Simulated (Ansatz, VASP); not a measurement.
# ScInS3: VASP beside Ansatz, part 3 of 3

One calculation is typed for both programs; each brings its own data sets. How far apart do they land? The cell is generated by rule, not measured, and may not be a known phase. The cell is taken from a series of runs on this material, whose earlier steps may have relaxed, scaled, displaced or heated it; both programs get it as it stands.

VASP 6.6.1 and Ansatz 0.2.0.

So far: VASP: relaxation of cell and atoms, PBEsol, pair 1; Ansatz: relaxation of cell and atoms, PBEsol, pair 1; Comparison; Ansatz: relaxation of cell and atoms, PBEsol, pair 2; VASP: relaxation of cell and atoms, PBEsol, pair 2; Differences.

### Step 8. VASP: relaxation of cell and atoms, PBEsol, pair 3

Level of this step: PBEsol; plane waves and PAW (Sc_sv, In_d, S); invented cell (VASP).

The relaxed volume is the usual yardstick between codes: in a stiff, nearly cubic crystal its relative difference is about their pressure difference at one cell divided by the bulk modulus. Its start cell is another than that of the pair before, and may be another structure of the material.

Contents of INCAR:

```
SYSTEM = ScInS3
PREC = Accurate
ENCUT = 500
EDIFF = 1E-07
NELM = 120
ISMEAR = 0
SIGMA = 0.01
LREAL = .FALSE.
ALGO = Normal
GGA = PS
NBANDS = 27
LASPH = .TRUE.
LORBIT = 11
LWAVE = .FALSE.
LCHARG = .FALSE.
ISIF = 3
IBRION = 2
NSW = 80
EDIFFG = -0.005
GGA_COMPAT = .FALSE.
NELMIN = 4
EFERMI = MIDGAP
KPAR = 2
```

Contents of POSCAR:

```
ScInS3
1.0
    3.8447640000      0.0000000000      0.0000000000
    0.0000000000      2.6341940000      6.0601270000
    0.0000000000     -2.6341940000      6.0601270000
Sc In S
1 1 3
Direct
    0.0000000000      0.3403451776      0.3403451776
    0.5000000000      0.0067433405      0.0067433405
    0.5000000000      0.4805314311      0.4805314311
    0.5000000000      0.2068972317      0.2068972317
    0.0000000000      0.8737949716      0.8737949716
```

Contents of KPOINTS:

```
Automatic mesh
0
Gamma
6 6 6
0 0 0
```

Potentials, in the order of the species: Sc_sv, In_d and S (PBE family, release 64).

On the command line:

```console
$ mpirun -np 2 vasp_std
```

Numbers of over 12 decimals in the logs are rounded to 6 here.

The program printed:

```text
[... set-up lines as in an earlier step ...]
 entering main loop
       N       E                     dE             d eps       ncg     rms          rms(c)
DAV:   1     0.487137737804E+03    0.48714E+03   -0.18981E+04  2808   0.157E+03
DAV:   2     0.383913012591E+02   -0.44875E+03   -0.44258E+03  2816   0.467E+02
DAV:   3    -0.278718994500E+02   -0.66263E+02   -0.64578E+02  4020   0.177E+02
DAV:   4    -0.315990882615E+02   -0.37272E+01   -0.37164E+01  4304   0.431E+01
[...]
DAV:  16    -0.286261439179E+02   -0.57851E-06   -0.55189E-07  3119   0.408E-03    0.143E-03
DAV:  17    -0.286261440850E+02   -0.16706E-06   -0.24255E-07  2676   0.325E-03    0.849E-04
DAV:  18    -0.286261440944E+02   -0.93705E-08   -0.44085E-08  1969   0.219E-03
   1 F= -.28626144E+02 E0= -.28626144E+02  d E =-.286261E+02
[... from here on, the cycles between the ionic steps are left out ...]
   2 F= -.28626230E+02 E0= -.28626230E+02  d E =-.856321E-04
   3 F= -.28626230E+02 E0= -.28626230E+02  d E =-.860002E-04
   4 F= -.28626262E+02 E0= -.28626262E+02  d E =-.316102E-04
   5 F= -.28626263E+02 E0= -.28626263E+02  d E =-.328172E-04
   6 F= -.28626263E+02 E0= -.28626263E+02  d E =-.328636E-04
   7 F= -.28626270E+02 E0= -.28626270E+02  d E =-.698127E-05
   8 F= -.28626270E+02 E0= -.28626270E+02  d E =-.730954E-05
   9 F= -.28626275E+02 E0= -.28626275E+02  d E =-.452931E-05
  10 F= -.28626285E+02 E0= -.28626285E+02  d E =-.144229E-04
[...]
reached required accuracy - stopping structural energy minimisation
```

Parts of OUTCAR (step 8):

```text
  Total       -0.0021352     -0.0038891     -0.0131850      0.0000000      0.0000000      0.0000000
  in kB       -0.0278501     -0.0507260     -0.1719738      0.0000000      0.0000000      0.0000000
  external PRESSURE =      -0.0835166 kB  Pullay stress =       0.0000000 kB

 POSITION                                       TOTAL-FORCE (eV/Angst)
 -----------------------------------------------------------------------------------
      0.00000      0.00000      4.12473         0.000000      0.000000      0.000160
      1.92210      0.00000      0.07998         0.000000      0.000000     -0.001906
      1.92210      0.00000      5.82447         0.000000      0.000000      0.001696
      1.92210      0.00000      2.50350         0.000000      0.000000      0.001703
      0.00000      0.00000     10.58405         0.000000      0.000000     -0.001653
 -----------------------------------------------------------------------------------
    total drift:                                0.000000      0.000000     -0.000704

  FREE ENERGIE OF THE ION-ELECTRON SYSTEM (eV)
  ---------------------------------------------------
  free  energy   TOTEN  =       -28.6262846907 eV

  energy  without entropy=      -28.6262846907  energy(sigma->0) =      -28.62628469

[... 1 part as in an earlier step ...]

[... 3 further parts left out ...]
[key lines of the parts left out:]
E-fermi :   3.5687
```

### Step 9. Ansatz: relaxation of cell and atoms, PBEsol, pair 3

The same cell, functional and mesh now go to Ansatz, which takes its cutoff from its data sets.

The cell is taken from a series of runs on this material, whose earlier steps may have relaxed, scaled, displaced or heated it; both programs get it as it stands.

Contents of input.yaml:

```yaml
crystal:
  lattice:
    - [3.8447641145, 0.0, 0.0]
    - [0.0, 2.6341943133, 6.0601271016]
    - [0.0, -2.6341943133, 6.0601271016]
  atoms:
    - { symbol: Sc, position: [0.0, 0.3403451995, 0.3403451995] }
    - { symbol: In, position: [0.5, 0.0067433255, 0.0067433255] }
    - { symbol: S, position: [0.5, 0.4805314127, 0.4805314127] }
    - { symbol: S, position: [0.5, 0.2068972573, 0.2068972573] }
    - { symbol: S, position: [0.0, 0.8737949241, 0.8737949241] }
kpoints:
  mp_grid: { grid: [6, 6, 6] }
hamiltonian:
  xc: pbesol
  pseudopotentials: { kind: paw, azcp: { folder: soft_1 }, xc_functional: pbe }
scf:
  occupations: { method: fixed }
output:
  forces: true
  stress: true
  eigenvalues: true
relax:
  adjacent_minimum: "off"
  f_tol: 0.001
  max_steps: 60
  cell: { stress_tol: 0.01 }
```

On the command line:

```console
$ ansatz run input.yaml --threads 4 --pin off --max-ram 16384MiB --backend cpu --events-out ev --progress --plain --runs-dir out
```

The program printed:

```text
[...]
Crystal: 5 atoms, lattice volume = 122.752 Å³
Basis set: ecut = 420 eV, 2373 PW (Γ), exchange–correlation on 54×90×90 points (8 copies of the dense FFT grid, shifted against one another)
Bands: 26, of which v1, the nominal top of the filled ones, is band 21 counted from 1 (20 counted from 0)
Symmetry: 4 space group operations
[...]
k-points: 52 of 216 (time reversal used)
[...]
cell:  # Å, volume = 122.7679 Å³
    - [3.844315, 0.0, 0.0]
    - [0.0, 2.635177, 6.059350]
    - [0.0, -2.635177, 6.059350]
  atoms:
    - { symbol: Sc, position: [0.0, 0.340372, 0.340372] }
    - { symbol: In, position: [0.5, 0.00673767, 0.00673767] }
    - { symbol: S, position: [0.5, 0.480489, 0.480489] }
    - { symbol: S, position: [0.5, 0.206891, 0.206891] }
    - { symbol: S, position: [0.0, 0.873823, 0.873823] }
[key lines of the parts left out:]
SCF converged after 6 iterations
Free energy (F): -10297.469058 eV
Fermi energy:    5.072165 eV
P = ⅓ Tr σ = 0.0004 GPa (0.004 kbar)
```

### Step 10. Comparison

Both answers:

```
                                         quantity  Ansatz    VASP  difference
                                      volume (Å³)  122.77  122.84     -0.06 %
edge a after relaxation, in the typed setting (Å)   3.844   3.844     +0.00 %
edge b after relaxation, in the typed setting (Å)   6.608   6.606     +0.02 %
```

### Step 11. Outcome

```yaml
difference_in_edge_c_after_relaxation_in_the_typed_setting_relaxation_of_cell_and_atoms_pbesol_pair_1: 0.021 %
difference_in_edge_a_after_relaxation_in_the_typed_setting_relaxation_of_cell_and_atoms_pbesol_pair_2: -0.024 %
difference_in_volume_relaxation_of_cell_and_atoms_pbesol_pair_3: -0.056 %
```

**Reading.** The difference in volume is -0.056 % (relaxation of cell and atoms, PBEsol, pair 3), within the 1.2 % picked in this series as the mark of a large difference, as far as the stopping tolerances let one tell. 5 further runs of this series are not shown here. Such differences can come from data sets, numerical settings and the points named under the comparisons, not from the functional's error against experiment.

[Lines on the potential files, build, host, timing and source positions are cut from VASP's logs without a mark.]

[Logs are printed without paths, hosts, clocks, repeated set-up lines and the standing remarks that a program may print on its own settings, such as how far it seeks lower states.]

[Hosts, paths, dates, database ids (printed as entryN), source tags and the programs' standing remarks are cut or masked in the printed files.]
